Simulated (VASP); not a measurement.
Computed with PBEsol GGA, VASP's PBE PAW potentials (set 64) (plane waves; VASP 6.6.1).

VASP ran on this input.

### INCAR
```
SYSTEM  =  Zn
NSW  =  30
GGA  =  PS   ! PBEsol
EDIFFG  =  -0.01   ! ionic stop
ISIF  =  4   ! ions and shape, fixed volume
LASPH  =  T
LWAVE  =  F
NELM  =  100   ! most electronic steps
ALGO  =  Normal   ! blocked Davidson
PREC  =  Accurate
ENCUT  =  520
SIGMA  =  0.1   ! width (eV)
IBRION  =  2   ! conjugate gradients
LMAXMIX  =  4
LCHARG  =  F
LREAL  =  F   ! projection in real space or not
ISMEAR  =  1   ! Methfessel-Paxton
EDIFF  =  1E-7
```

### KPOINTS
```
Automatic mesh
0
Gamma
 16 16 8
0 0 0
```

**POSCAR**
```
Zn
1
    1.3227103235    -2.2910019021     0.0000000000
    1.3227103235     2.2910019021     0.0000000000
    0.0000000000     0.0000000000     4.6487014617
Zn
2
Direct
  0.3333330000   0.6666670000   0.2500000000
  0.6666670000   0.3333330000   0.7500000000
```

POTCAR, in this order: Zn (PBE.64 set). Program: vasp_std.

### Question
What will the output report for the number of irreducible k-points (NKPTS), largest plane-wave count, number of space-group operations, FFT grid (NGX, NGY, NGZ)?

### Answer

| Quantity | Value |
|---|---|
| number of irreducible k-points (NKPTS) | 150 |
| largest plane-wave count | 786 |
| number of space-group operations | 24 |
| FFT grid (NGX, NGY, NGZ) | 20 × 20 × 36 |

The compound is Zn in the hcp structure. This run relaxes it. Symmetry was kept, so distortions that lower it aren't found.
